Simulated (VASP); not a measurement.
TiOs3 under changes of volume

One of the cells (14.984 Å³/atom); the others are scaled copies at fixed shape and fractional positions:

```
Os Ti
1.0
     3.91348    0.00000    0.00000
     0.00000    3.91348    0.00000
     0.00000    0.00000    3.91348
Os Ti
3 1
Direct
  0.00000 0.50000 0.50000
  0.50000 0.00000 0.50000
  0.50000 0.50000 0.00000
  0.00000 0.00000 0.00000
```

The cell comes from a database or a generator and needn't be the stable form of this composition.

```yaml
Program: VASP 6.6.1
Functional: PBE
Potentials_or_basis: VASP PAW PBE potentials, release 64 (Os, Ti_sv)
Cutoff: 520 eV
k_mesh: 7 × 7 × 7
Occupations: fermi-dirac, width 0.05 eV
Spin: no spin polarisation
```

| volume (Å³/atom) | energy over the lowest point (meV/atom) | pressure (GPa) |
| --- | --- | --- |
| 13.809 | 45.60 | 20.3 |
| 14.103 | ? | ? |
| 14.396 | 0.00 | 5.1 |
| 14.984 | 4.45 | -7.1 |
| 15.278 | 22.15 | -12.2 |
| 15.572 | 48.73 | -16.8 |

Task: What does the run at 14.103 Å³/atom give?

Result: Energy over the lowest point 15.82 meV/atom; pressure 12.3 GPa.

Worked out: A Birch-Murnaghan fit of order 3 (a polynomial in V^(-2/3)) to the other rows has its minimum at 14.63 Å³/atom with B0 = V·E''(V) = 309 GPa and B' = 4.7. It gives 15.77 meV/atom at 14.103 Å³/atom, against the run's 15.82, and -dE/dV = 12.3 GPa, against 12.3.

Energies are extrapolated to zero smearing.
